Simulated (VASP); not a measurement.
These are rev-vdW-DF2, VASP's PBE PAW potentials (set 64) (plane waves; VASP) values and carry that method's errors.

A VASP calculation is set up with these files.

### INCAR
```
SYSTEM = TiO2
PREC = Accurate
ENCUT = 520
EDIFF = 1E-6
NELM = 100
ALGO = Normal
LREAL = .FALSE.
LASPH = .TRUE.
ISMEAR = 0
SIGMA = 0.05
GGA = MK
PARAM1 = 0.1234568
PARAM2 = 0.7114
ZAB_VDW = -1.8867
LUSE_VDW = .TRUE.
AGGAC = 0.0
LMAXMIX = 4
LWAVE = .FALSE.
LCHARG = .FALSE.
IBRION = 2
ISIF = 3
NSW = 60
EDIFFG = -0.02
```

### KPOINTS
```
Regular mesh
0
gamma
 5 5 7
0 0 0
```

**POSCAR**
```
TiO2
1
    4.5947056162     0.0000000000     0.0000000000
    0.0000000000     4.5947056162     0.0000000000
    0.0000000000     0.0000000000     2.9437175501
Ti O
2 4
Direct
  0.0000000000   0.0000000000   0.0000000000
  0.5000000000   0.5000000000   0.5000000000
  0.3042739315   0.3042739315   1.0000000000
  0.8042739315   0.1957260685   0.5000000000
  0.1957260685   0.8042739315   0.5000000000
  0.6957260685   0.6957260685   0.0000000000
```

POTCAR, in this order: Ti_sv O (PBE.64 set). Program: vasp_std.

Output of the run:

### OSZICAR
```
       N       E                     dE             d eps       ncg     rms          rms(c)
DAV:   1     0.691954520434E+03    0.69195E+03   -0.25206E+04  1344   0.204E+03
DAV:   2     0.624262655986E+02   -0.62953E+03   -0.60994E+03  1456   0.584E+02
DAV:   3    -0.557664950168E+02   -0.11819E+03   -0.11407E+03  2124   0.217E+02
DAV:   4    -0.609600092589E+02   -0.51935E+01   -0.51881E+01  1760   0.493E+01
DAV:   5    -0.611931950330E+02   -0.23319E+00   -0.23313E+00  1952   0.887E+00    0.327E+01
DAV:   6    -0.442533802126E+02    0.16940E+02   -0.11957E+02  1608   0.105E+02    0.121E+01
DAV:   7    -0.438536206398E+02    0.39976E+00   -0.17631E+01  1672   0.336E+01    0.802E+00
DAV:   8    -0.439283611329E+02   -0.74740E-01   -0.49849E+00  1636   0.205E+01    0.467E+00
DAV:   9    -0.436860307223E+02    0.24233E+00   -0.22119E+00  1672   0.131E+01    0.118E+00
DAV:  10    -0.436926193410E+02   -0.65886E-02   -0.11142E-01  1632   0.271E+00    0.190E-01
DAV:  11    -0.436927752699E+02   -0.15593E-03   -0.59922E-03  1764   0.538E-01    0.921E-02
DAV:  12    -0.436927406560E+02    0.34614E-04   -0.53063E-04  1704   0.164E-01    0.516E-02
DAV:  13    -0.436927181594E+02    0.22497E-04   -0.88605E-05  1844   0.661E-02    0.104E-02
DAV:  14    -0.436927176456E+02    0.51373E-06   -0.50121E-06  1364   0.200E-02
   1 F= -.43692718E+02 E0= -.43692718E+02  d E =-.436927E+02
       N       E                     dE             d eps       ncg     rms          rms(c)
DAV:   1    -0.440611948077E+02   -0.36848E+00   -0.12306E+01  1848   0.399E+01    0.563E+00
DAV:   2    -0.437394911062E+02    0.32170E+00   -0.14388E+00  1524   0.119E+01    0.230E+00
DAV:   3    -0.436761691718E+02    0.63322E-01   -0.55056E-01  1584   0.475E+00    0.659E-01
DAV:   4    -0.436753116218E+02    0.85755E-03   -0.10634E-01  2048   0.182E+00    0.488E-01
DAV:   5    -0.436778265892E+02   -0.25150E-02   -0.44978E-03  1704   0.650E-01    0.290E-01
DAV:   6    -0.436828519432E+02   -0.50254E-02   -0.10752E-02  2168   0.489E-01    0.138E-01
DAV:   7    -0.436830813064E+02   -0.22936E-03   -0.48005E-04  1664   0.137E-01    0.106E-01
DAV:   8    -0.436832072135E+02   -0.12591E-03   -0.28963E-04  1640   0.163E-01    0.136E-02
DAV:   9    -0.436832189990E+02   -0.11785E-04   -0.41758E-05  1880   0.418E-02    0.129E-02
DAV:  10    -0.436832179727E+02    0.10263E-05   -0.42208E-06  1436   0.169E-02    0.635E-03
DAV:  11    -0.436832179932E+02   -0.20566E-07   -0.84527E-07   884   0.666E-03
   2 F= -.43683218E+02 E0= -.43683218E+02  d E =0.949965E-02
       N       E                     dE             d eps       ncg     rms          rms(c)
DAV:   1    -0.438326710754E+02   -0.14945E+00   -0.41558E+00  1880   0.226E+01    0.329E+00
DAV:   2    -0.437214423337E+02    0.11123E+00   -0.45208E-01  1568   0.654E+00    0.133E+00
DAV:   3    -0.436994509625E+02    0.21991E-01   -0.16845E-01  1528   0.283E+00    0.292E-01
DAV:   4    -0.437009275892E+02   -0.14766E-02   -0.30157E-02  1752   0.788E-01    0.269E-01
DAV:   5    -0.437016366833E+02   -0.70909E-03   -0.15268E-03  1768   0.384E-01    0.164E-01
DAV:   6    -0.437033197563E+02   -0.16831E-02   -0.33966E-03  2240   0.255E-01    0.817E-02
DAV:   7    -0.437033896988E+02   -0.69942E-04   -0.15267E-04  1688   0.108E-01    0.422E-02
DAV:   8    -0.437034265653E+02   -0.36867E-04   -0.72157E-05  1840   0.724E-02    0.474E-03
DAV:   9    -0.437034299103E+02   -0.33450E-05   -0.10941E-05  1944   0.178E-02    0.303E-03
DAV:  10    -0.437034300420E+02   -0.13169E-06   -0.33405E-07   864   0.423E-03
   3 F= -.43703430E+02 E0= -.43703430E+02  d E =-.107124E-01
       N       E                     dE             d eps       ncg     rms          rms(c)
DAV:   1    -0.437034539791E+02   -0.24069E-04   -0.84527E-04  1916   0.326E-01    0.473E-02
DAV:   2    -0.437034306208E+02    0.23358E-04   -0.93482E-05  1544   0.965E-02    0.189E-02
DAV:   3    -0.437034264798E+02    0.41410E-05   -0.36496E-05  1580   0.400E-02    0.444E-03
DAV:   4    -0.437034268473E+02   -0.36748E-06   -0.62759E-06  1292   0.125E-02
   4 F= -.43703427E+02 E0= -.43703427E+02  d E =-.107092E-01
       N       E                     dE             d eps       ncg     rms          rms(c)
DAV:   1    -0.437035749060E+02   -0.14843E-03   -0.36981E-02  1352   0.142E+00    0.752E-02
DAV:   2    -0.437035572886E+02    0.17617E-04   -0.95834E-04  1556   0.275E-01    0.440E-02
DAV:   3    -0.437035235200E+02    0.33769E-04   -0.10831E-04  1672   0.804E-02    0.154E-02
DAV:   4    -0.437035220478E+02    0.14723E-05   -0.26684E-05  2060   0.348E-02    0.103E-02
DAV:   5    -0.437035217601E+02    0.28765E-06   -0.38479E-06  1288   0.194E-02
   5 F= -.43703522E+02 E0= -.43703522E+02  d E =-.949128E-04
```

### OUTCAR
```
------------------------ aborting loop because EDIFF is reached ----------------------------------------
  FORCE on cell =-STRESS in cart. coord.  units (eV):
  Direction    XX          YY          ZZ          XY          YZ          ZX
  --------------------------------------------------------------------------------------
  Total        0.0413864      0.0413864      0.0176878      0.0000000      0.0000000      0.0000000
  in kB        1.0515782      1.0515782      0.4494251      0.0000000      0.0000000      0.0000000
  external PRESSURE =       0.8508605 kB  Pullay stress =       0.0000000 kB
  volume of cell :       63.06
      direct lattice vectors                 reciprocal lattice vectors
     4.615018864  0.000000000  0.000000000     0.216683838  0.000000000  0.000000000
    -0.000000000  4.615018864  0.000000000    -0.000000000  0.216683838  0.000000000
     0.000000000  0.000000000  2.960599010     0.000000000  0.000000000  0.337769484
 POSITION                                       TOTAL-FORCE (eV/Angst)
 -----------------------------------------------------------------------------------
      0.00000      0.00000      0.00000        -0.000000      0.000000     -0.000000
      2.30751      2.30751      1.48030        -0.000000      0.000000     -0.000000
      1.40401      1.40401      2.96060         0.004122      0.004122      0.000000
      3.71152      0.90350      1.48030         0.004122     -0.004122     -0.000000
      0.90350      3.71152      1.48030        -0.004122      0.004122      0.000000
      3.21100      3.21100      0.00000        -0.004122     -0.004122     -0.000000
 -----------------------------------------------------------------------------------
    total drift:                               -0.000000      0.000000     -0.000000
  FREE ENERGIE OF THE ION-ELECTRON SYSTEM (eV)
  ---------------------------------------------------
  free  energy   TOTEN  =       -43.7035217601 eV

  energy  without entropy=      -43.7035217601  energy(sigma->0) =      -43.70352176

 reached required accuracy - stopping structural energy minimisation
```
(Selected blocks of OUTCAR.)

### CONTCAR
```
TiO2
   1.00000000000000
     4.6150188635677454    0.0000000000000000    0.0000000000000000
    -0.0000000000000000    4.6150188635677454    0.0000000000000000
     0.0000000000000000    0.0000000000000000    2.9605990103844801
  Ti              O
     2     4
Direct
     0.0000000000000000    0.0000000000000000    0.0000000000000000
     0.5000000000000000    0.5000000000000000    0.5000000000000000
     0.3042272084995410    0.3042272084995410    1.0000000000000000
     0.8042272084995411    0.1957727915004589    0.5000000000000000
     0.1957727915004589    0.8042272084995411    0.5000000000000000
     0.6957727915004590    0.6957727915004589    0.0000000000000000
```

### OUTCAR
```
 val. band max:        4.5926308321   @ k =   0.0000   0.0000   0.0000

 cond. band min:       6.3921442583   @ k =   0.0000   0.0000   0.0000


 Fermi energy:         4.9109142529

 k-point     1 :       0.0000    0.0000    0.0000
  band No.  band energies     occupation
      1     -52.1822      2.00000
      2     -52.1658      2.00000
      3     -28.5956      2.00000
      4     -28.5956      2.00000
      5     -28.4386      2.00000
      6     -28.4386      2.00000
      7     -28.4032      2.00000
      8     -28.3713      2.00000
      9     -13.4579      2.00000
     10     -12.2955      2.00000
     11     -11.5966      2.00000
     12     -11.5966      2.00000
     13      -1.0997      2.00000
     14      -0.6938      2.00000
     15      -0.3067      2.00000
     16       0.8269      2.00000
     17       0.8269      2.00000
     18       2.0404      2.00000
     19       2.0404      2.00000
     20       2.6319      2.00000
     21       3.8955      2.00000
     22       4.1352      2.00000
     23       4.1352      2.00000
     24       4.5926      2.00000
     25       6.3921      0.00000
     26       6.6722      0.00000
     27       6.9263      0.00000
     28       7.0259      0.00000

 k-point     2 :       0.2000    0.0000    0.0000
  band No.  band energies     occupation
      1     -52.1807      2.00000
      2     -52.1674      2.00000
      3     -28.5835      2.00000
      4     -28.5825      2.00000
      5     -28.4532      2.00000
      6     -28.4520      2.00000
      7     -28.4002      2.00000
      8     -28.3743      2.00000
      9     -13.3216      2.00000
     10     -12.3101      2.00000
     11     -11.7231      2.00000
     12     -11.6467      2.00000
     13      -0.8567      2.00000
     14      -0.5417      2.00000
     15      -0.0447      2.00000
     16       0.8422      2.00000
     17       0.8526      2.00000
     18       1.8084      2.00000
     19       1.9670      2.00000
     20       2.6548      2.00000
...
```

The compound is TiO2 in the rutile structure. This run relaxes it. Symmetry was kept, so distortions that lower it aren't found. The start is the result of an earlier pass.
